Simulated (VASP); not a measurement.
Computed with PBEsol GGA, VASP's PBE PAW potentials (set 64) (plane waves; VASP).

Input for VASP

File KPOINTS:
```
Automatic mesh
0
Gamma
5 5 4
0 0 0
```

**INCAR**
```
SYSTEM = SiO2
PREC = Accurate
ENCUT = 520
EDIFF = 1E-6
NELM = 100
ALGO = Normal
LREAL = .FALSE.
LASPH = .TRUE.
ISMEAR = 0
SIGMA = 0.05
GGA = PS
LWAVE = .FALSE.
LCHARG = .FALSE.
IBRION = 2
ISIF = 3
NSW = 60
EDIFFG = -0.02
```

POSCAR:
```
SiO2
1.0
  4.9402458199   0.0000000000   0.0000000000
 -2.4701229099   4.2783785040   0.0000000000
  0.0000000000   0.0000000000   5.4568818751
Si O
3 6
direct
  0.5310958357   0.5310958357   0.0000000000
  0.4689041643   0.0000000000   0.3333330000
  1.0000000000   0.4689041643   0.6666670000
  0.2691669450   0.4127004862   0.7845824824
  0.5872995138   0.8564664588   0.1179154824
  0.1435335412   0.7308330550   0.4512494824
  0.4127004862   0.2691669450   0.2154175176
  0.8564664588   0.5872995138   0.8820845176
  0.7308330550   0.1435335412   0.5487505176
```

POTCAR, in this order: Si O (PBE.64 set). Program: vasp_std.

The run wrote:

**OSZICAR**
```
       N       E                     dE             d eps       ncg     rms          rms(c)
DAV:   1     0.305602301119E+03    0.30560E+03   -0.25534E+04   994   0.153E+03
DAV:   2    -0.620884686667E+02   -0.36769E+03   -0.35603E+03  1303   0.336E+02
DAV:   3    -0.823230634062E+02   -0.20235E+02   -0.20158E+02  1156   0.890E+01
DAV:   4    -0.825984638160E+02   -0.27540E+00   -0.27492E+00  1164   0.113E+01
DAV:   5    -0.826040427503E+02   -0.55789E-02   -0.55757E-02  1146   0.156E+00    0.244E+01
DAV:   6    -0.740822580014E+02    0.85218E+01   -0.38275E+01  1131   0.343E+01    0.117E+01
DAV:   7    -0.740281447953E+02    0.54113E-01   -0.94267E-01  1187   0.530E+00    0.448E+00
DAV:   8    -0.740012042748E+02    0.26941E-01   -0.43178E-02  1156   0.176E+00    0.145E+00
DAV:   9    -0.740065636822E+02   -0.53594E-02   -0.15167E-02  1136   0.104E+00    0.345E-01
DAV:  10    -0.740082284577E+02   -0.16648E-02   -0.41405E-03  1131   0.370E-01    0.983E-02
DAV:  11    -0.740081309491E+02    0.97509E-04   -0.14732E-03  1156   0.229E-01    0.224E-02
DAV:  12    -0.740081346231E+02   -0.36739E-05   -0.48371E-05  1141   0.453E-02    0.152E-02
DAV:  13    -0.740081382743E+02   -0.36512E-05   -0.16764E-05  1146   0.230E-02    0.355E-03
DAV:  14    -0.740081387163E+02   -0.44200E-06   -0.61250E-07   743   0.512E-03
   1 F= -.74008139E+02 E0= -.74008139E+02  d E =-.740081E+02
```

File OUTCAR:
```
------------------------ aborting loop because EDIFF is reached ----------------------------------------
  FORCE on cell =-STRESS in cart. coord.  units (eV):
  Direction    XX          YY          ZZ          XY          YZ          ZX
  --------------------------------------------------------------------------------------
  Total        0.0388403      0.0388403     -0.1566547      0.0000000      0.0000000      0.0000000
  in kB        0.5395363      0.5395363     -2.1761145      0.0000000      0.0000000      0.0000000
  external PRESSURE =      -0.3656806 kB  Pullay stress =       0.0000000 kB
  volume of cell :      115.34
      direct lattice vectors                 reciprocal lattice vectors
     4.940245820  0.000000000  0.000000000     0.202419077  0.116866705  0.000000000
    -2.470122910  4.278378504  0.000000000     0.000000000  0.233733411  0.000000000
     0.000000000  0.000000000  5.456881875     0.000000000  0.000000000  0.183254837
 POSITION                                       TOTAL-FORCE (eV/Angst)
 -----------------------------------------------------------------------------------
      1.31187      2.27223      0.00000        -0.005490     -0.009509      0.000000
      2.31650      0.00000      1.81896         0.010980      0.000000      0.000000
     -1.15825      2.00615      3.63792        -0.005490      0.009509      0.000000
      0.31033      1.76569      4.28137        -0.017291     -0.003798     -0.003717
      0.78583      3.66429      0.64345         0.011935     -0.013075     -0.003717
     -1.09616      3.12678      2.46242         0.005356      0.016874     -0.003717
      1.37397      1.15160      1.17551         0.005356     -0.016874      0.003717
      2.78045      2.51269      4.81343        -0.017291      0.003798      0.003717
      3.25595      0.61409      2.99447         0.011935      0.013075      0.003717
 -----------------------------------------------------------------------------------
    total drift:                                0.002755     -0.001226      0.000000
  FREE ENERGIE OF THE ION-ELECTRON SYSTEM (eV)
  ---------------------------------------------------
  free  energy   TOTEN  =       -74.0081387163 eV

  energy  without entropy=      -74.0081387163  energy(sigma->0) =      -74.00813872

 reached required accuracy - stopping structural energy minimisation
```
(Selected blocks of OUTCAR.)

**OUTCAR**
```
 val. band max:        0.8551210780   @ k =   0.4000   0.2000   0.0000

 cond. band min:       6.5736673584   @ k =   0.0000   0.0000   0.0000


 Fermi energy:         1.0691173140

 k-point     1 :       0.0000    0.0000    0.0000
  band No.  band energies     occupation
      1     -18.3886      2.00000
      2     -16.8861      2.00000
      3     -16.8861      2.00000
      4     -16.2353      2.00000
      5     -16.2129      2.00000
      6     -16.2129      2.00000
      7      -7.3357      2.00000
      8      -7.3357      2.00000
      9      -4.5231      2.00000
     10      -4.4969      2.00000
     11      -4.3123      2.00000
     12      -4.3123      2.00000
     13      -2.0366      2.00000
     14      -2.0365      2.00000
     15      -1.7838      2.00000
     16      -1.5608      2.00000
     17      -0.5894      2.00000
     18      -0.5894      2.00000
     19      -0.5652      2.00000
     20      -0.1296      2.00000
     21      -0.1296      2.00000
     22       0.1715      2.00000
     23       0.5631      2.00000
     24       0.5631      2.00000
     25       6.5737      0.00000
     26       9.8949      0.00000
     27       9.8949      0.00000
     28      10.3629      0.00000
     29      10.3629      0.00000

 k-point     2 :       0.2000   -0.0000    0.0000
  band No.  band energies     occupation
      1     -18.2736      2.00000
      2     -17.0135      2.00000
      3     -16.8689      2.00000
      4     -16.2748      2.00000
      5     -16.2357      2.00000
      6     -16.2161      2.00000
      7      -7.3872      2.00000
      8      -7.0818      2.00000
      9      -4.5545      2.00000
     10      -4.5367      2.00000
     11      -4.4512      2.00000
     12      -4.1079      2.00000
     13      -2.1976      2.00000
     14      -1.9534      2.00000
     15      -1.7519      2.00000
     16      -1.3456      2.00000
     17      -0.9666      2.00000
     18      -0.6431      2.00000
     19      -0.5904      2.00000
...
```

The structure comes from a computed database's SiO2 entry (P3_121); how it stands against other phases isn't given here. It was relaxed first. The start is the result of an earlier pass.
